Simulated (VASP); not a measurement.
SiGeB:

```xyz
6
Lattice="4.6660 0.0000 0.0000 -2.3330 4.0409 0.0000 0.0000 0.0000 4.2512" Properties=species:S:1:pos:R:3 pbc="T T T"
Si    0.0000    2.6939    0.0000
Si    2.3330    1.3470    0.0000
Ge    0.0000    2.6939    2.1256
Ge    2.3330    1.3470    2.1256
B     0.0000    0.0000    2.1256
B     0.0000    0.0000    0.0000
```

The cell was built by a generator and needn't be a form met in nature.

The cell isn't the ideal one: random cell by space group and Wyckoff sites (P6/mmm, No. 191).

* Program: VASP 6.6.1
* Task: relaxation of cell and atoms
* Functional: PBE
* Potentials or basis: VASP PAW PBE potentials, release 64 (Si, Ge_d, B)
* Cutoff: 600 eV
* k mesh: 6 × 6 × 4
* Occupations: gaussian, width 0.1 eV
* Spin: no spin polarisation

At the start: pressure 13.4 GPa; volume 13.36 Å³/atom.

**Question.** How do energy, volume and symmetry change on relaxing?

**Answer.** Over 9 steps the energy falls by 365.2 meV/atom and the volume is 13.59 Å³/atom (+1.7 %); space group P6/mmm (No. 191, to 0.05 Å).

The path:
```
step  energy change (eV)  largest force (eV/Å)  pressure (GPa)  volume (Å³)
   1              0.0000                0.0000           13.44        80.16
   2             -1.4567                0.0000           -7.68        91.03
   3             -2.1168                0.0000           -4.89        86.18
   4             -2.1193                0.0000           -4.65        85.99
   5             -2.1189                0.0000           -4.55        85.88
   6             -2.1846                0.0000            0.09        81.53
   7             -2.1866                0.0000           -0.61        82.12
   8             -2.1901                0.0000            0.51        81.25
   9             -2.1911                0.0000            0.15        81.51
```

Final structure:
```
CELL_PARAMETERS angstrom
4.44936 0.00000 0.00000
-2.22468 3.85326 0.00000
0.00000 0.00000 4.75446
ATOMIC_POSITIONS crystal
Si 0.33333 0.66667 0.00000
Si 0.66667 0.33333 0.00000
Ge 0.33333 0.66667 0.50000
Ge 0.66667 0.33333 0.50000
B 0.00000 0.00000 0.50000
B 0.00000 0.00000 0.00000
```

Caveat: the k mesh is coarse (spacing up to 0.37 Å⁻¹), so the values aren't converged.
